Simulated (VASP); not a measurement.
Computed with r2SCAN meta-GGA, VASP's PBE PAW potentials (set 64) (plane waves; VASP).

Input for VASP

**POSCAR**
```
PbF2
1
    0.0000000000     2.9591420605     2.9591420605
    2.9591420605     0.0000000000     2.9591420605
    2.9591420605     2.9591420605    -0.0000000000
Pb F
1 2
Direct
  0.0000000000   0.0000000000   0.0000000000
  0.2500000000   0.2500000000   0.2500000000
  0.7500000000   0.7500000000   0.7500000000
```

**INCAR**
```
SYSTEM = PbF2
PREC = Accurate
ENCUT = 600
EDIFF = 1E-7
NELM = 100
ALGO = Normal
LREAL = .FALSE.
LASPH = .TRUE.
ISMEAR = 0
SIGMA = 0.05
METAGGA = R2SCAN
LMIXTAU = .TRUE.
LMAXMIX = 4
LWAVE = .FALSE.
LCHARG = .FALSE.
ISIF = 2
```

**KPOINTS**
```
Automatic mesh
0
Gamma
6 6 6
0 0 0
```

POTCAR, in this order: Pb_d F (PBE.64 set). Program: vasp_std.

Task: What does the run give for the energy per atom (σ→0)?

Result: 
energy per atom (σ→0): -23.389 eV/atom

File OSZICAR:
```
...
DAV:  16    -0.701663083952E+02    0.13965E-03   -0.20479E-03   688   0.353E-01    0.232E-02
DAV:  17    -0.701665807514E+02   -0.27236E-03   -0.12669E-04   576   0.128E-01    0.150E-02
DAV:  18    -0.701665645406E+02    0.16211E-04   -0.20466E-05   720   0.545E-02    0.406E-03
DAV:  19    -0.701665909472E+02   -0.26407E-04   -0.49283E-06   576   0.275E-02    0.392E-03
DAV:  20    -0.701665996405E+02   -0.86933E-05   -0.22918E-06   576   0.215E-02    0.216E-03
DAV:  21    -0.701666003446E+02   -0.70406E-06   -0.13202E-06   576   0.129E-02    0.680E-04
DAV:  22    -0.701666004340E+02   -0.89427E-07   -0.45772E-07   576   0.573E-03
   1 F= -.70166600E+02 E0= -.70166600E+02  d E =-.204044E-18
```

The compound is PbF2 in the fluorite structure, the β form. It was relaxed first.
